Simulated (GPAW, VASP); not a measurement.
This is a calculation of Cd2S for VASP 6.6.1. The cell comes from a database or a generator and needn't be the stable form of this composition.

The input INCAR:

```
SYSTEM = Cd2S
PREC = Accurate
ENCUT = 520
EDIFF = 1E-7
ISMEAR = -1
SIGMA = 0.05
LREAL = .FALSE.
LASPH = .TRUE.
NELM = 60
ALGO = Normal
ISIF = 2
LWAVE = .FALSE.
LCHARG = .TRUE.
GGA = PE
LELF = .TRUE.
LVHAR = .TRUE.
NBANDS = 22
```

File KPOINTS:

```
Automatic mesh
0
G
  8 8 5
  0 0 0
```

Contents of POSCAR:

```
Cd2S
1.0
    3.9626700490      0.0000000000      0.0000000000
   -1.9813350245      3.4317729293      0.0000000000
    0.0000000000      0.0000000000      5.8091920000
Cd S
2 1
Direct
    0.3333333333      0.6666666667      0.9327170000
    0.6666666667      0.3333333333      0.5787350000
    0.3333333333      0.6666666667      0.3657050000
```

Potentials or basis: VASP PAW PBE potentials, release 64 (Cd, S).

Command:

```bash
$ cat potpaw_PBE.64/Cd/POTCAR potpaw_PBE.64/S/POTCAR > POTCAR
$ mpirun -np 1 vasp_std > vasp.out
```

Problem. What does the same run look like in GPAW 26.7.0 (ASE script)? Potentials or basis there: GPAW PAW data sets (gpaw-data 1.2.1), cutoff 600 eV.

Solution. As run (cutoffs and basis follow the program's own potentials, and thresholds, step limits or extra output files can differ):

The input run.py:

```python
from ase import Atoms
from ase.dft.bandgap import bandgap
from ase.io import write
from ase.units import GPa
from gpaw import GPAW, PW

atoms = Atoms(['Cd', 'Cd', 'S'],
              cell=[[3.962670049, 0.0, 0.0],
                    [-1.9813350245, 3.4317729293, 0.0],
                    [0.0, 0.0, 5.809192]],
              scaled_positions=[[0.3333333333, 0.6666666667, 0.932717],
                                [0.6666666667, 0.3333333333, 0.578735],
                                [0.3333333333, 0.6666666667, 0.365705]],
              pbc=True)

calc = GPAW(mode=PW(600),
            xc='PBE',
            kpts={'size': (8, 8, 5), 'gamma': True},
            occupations={'name': 'fermi-dirac', 'width': 0.05},
            nbands=26,
            convergence={'density': 1e-05, 'energy': 1e-05},
            maxiter=150,
            txt='gpaw.txt')
atoms.calc = calc
energy = atoms.get_potential_energy()
forces = atoms.get_forces()
stress = atoms.get_stress()
calc.write('gs.gpw')
write('result.traj', atoms)
print(f'Energy: {energy:.6f} eV')
print('Forces (eV/A):')
print(forces.round(4))
print('Stress (GPa):', (stress / GPa).round(3))
print('Fermi level:', round(calc.get_fermi_level(), 4), 'eV')
print(f'Gap: {bandgap(calc)[0]:.4f} eV, direct: {bandgap(calc, direct=True)[0]:.4f} eV')
```

Potentials or basis: GPAW PAW data sets (gpaw-data 1.2.1), pw.

Launch:

```console
$ OMP_NUM_THREADS=1 python run.py
```

Both were run:

|  | VASP | GPAW |
| --- | --- | --- |
| Pressure | 0.1 GPa | -0.4 GPa |

Pressure is positive in compression.
